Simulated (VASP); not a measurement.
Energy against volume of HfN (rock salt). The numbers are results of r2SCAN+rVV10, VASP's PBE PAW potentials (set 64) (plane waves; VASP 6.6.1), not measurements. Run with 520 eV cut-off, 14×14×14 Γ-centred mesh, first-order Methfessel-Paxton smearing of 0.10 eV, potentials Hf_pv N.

```
V (Å³/atom)  E (eV/atom)
-----------  -----------
11.086         -28.99352
11.429         -29.00376
11.772         -28.99505
12.115         -28.97017
```

Q: Fit these four points and predict the energy of the run at 10.743 Å³/atom.

A: A cubic in V^(−2/3), the third-order Birch-Murnaghan form, passes through the four points with V0 = 11.43 Å³/atom and B0 = 294 GPa, and gives -28.9611 eV/atom there. The run gave -28.9611 eV/atom, -0.0 meV/atom from the fit; all five points give B0 = 294 GPa.

The compound is HfN in the rock salt structure. It was relaxed first.
